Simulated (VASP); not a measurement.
Data:

```xyz
8
Lattice="0.0008 5.6657 5.6624 5.6657 0.0008 5.6624 2.8333 2.8333 0.0000" Properties=species:S:1:pos:R:3 pbc="T T T"
Ga     5.6665     5.6665    11.3232
Ga     2.8349     5.6648     8.4935
Ga     5.6648     2.8349     8.4935
As     1.4166     1.4166     1.4155
As     4.2498     1.4167     4.2466
As     1.4167     4.2498     4.2466
As     4.2499     4.2499     7.0777
Al     5.6665     5.6665     5.6647
```

Computed with PBEsol GGA, VASP's PBE PAW potentials (set 64) (plane waves; VASP). Settings: 400 eV cut-off, Gaussian smearing of 0.050 eV, potentials Ga_d As Al.

Question: Give the energies of bands 23 to 36 at the high-symmetry points, in eV from the valence-band maximum.

Answer: 
```csv
band,Γ,Y,C0,Z,A0,T,S,R
23,-2.56,-3.62,-3.91,-4.96,-5.66,-5.83,-3.78,-5.35
24,-2.56,-3.26,-3.79,-3.51,-2.67,-2.56,-3.17,-3.18
25,-1.09,-3.24,-2.35,-3.42,-2.66,-2.55,-3.06,-3.17
26,-1.09,-1.67,-1.77,-3.27,-2.60,-2.55,-1.97,-3.14
27,-1.05,-1.66,-1.72,-3.26,-2.56,-2.54,-1.91,-3.01
28,-1.04,-1.56,-1.70,-3.23,-1.99,-1.08,-0.70,-1.98
29,-0.01,-1.55,-1.59,-3.23,-1.92,-1.08,-0.70,-1.94
30,-0.01,-1.14,-1.49,-1.15,-1.27,-1.05,-0.56,-1.92
31,0.00,-1.14,-0.62,-1.14,-1.25,-1.04,-0.56,-1.90
32,0.65,1.93,2.32,2.76,1.59,0.95,1.47,1.96
33,0.97,2.11,2.41,2.85,1.66,1.25,1.72,2.19
34,1.31,2.76,2.54,4.48,1.91,1.35,2.19,2.22
35,1.38,2.90,2.92,4.48,2.01,1.36,2.34,2.45
36,2.01,3.30,3.58,4.68,2.06,1.49,4.59,4.62
```

The gap is direct, 0.65 eV, from the valence maximum at Γ to the conduction minimum at Γ.

The structure was generated: AlGa3As4 was put into an ordered model structure (Amm2), which need not be its known phase. It was relaxed first.
